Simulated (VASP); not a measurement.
Input:

```
HfO2
1.0
    0.00000     2.41383     2.41383
    2.41383     0.00000     2.41383
    2.41383     2.41383     0.00000
Hf O
1 2
Direct
  0.00000   0.00000   0.00000
  0.25000   0.25000   0.25000
  0.75000   0.75000   0.75000
```

Calculation: r2SCAN meta-GGA, VASP's PBE PAW potentials (set 64) (plane waves; VASP). Numerical set-up: 620 eV cut-off, 8×8×8 Γ-centred mesh, Gaussian smearing of 0.050 eV, potentials Hf_pv O.

Unless said otherwise, spin-orbit coupling is left out, though it shifts the bands of the heavy elements here.

Q: Estimate the energy per atom (σ→0), pressure, band gap (on the k-mesh) with the smallest direct gap where there is one.

A: 
```json
{
  "band gap (on the k-mesh)": "4.73 eV",
  "smallest direct gap (on the k-mesh)": "4.73 eV",
  "energy per atom (σ→0)": "-22.693 eV/atom",
  "pressure": "45.03 GPa"
}
```

The compound is HfO2 in the fluorite structure, the high-temperature cubic form, which is unstable at 0 K; the monoclinic form is the stable one. It was relaxed first under an external pressure of 45 GPa.
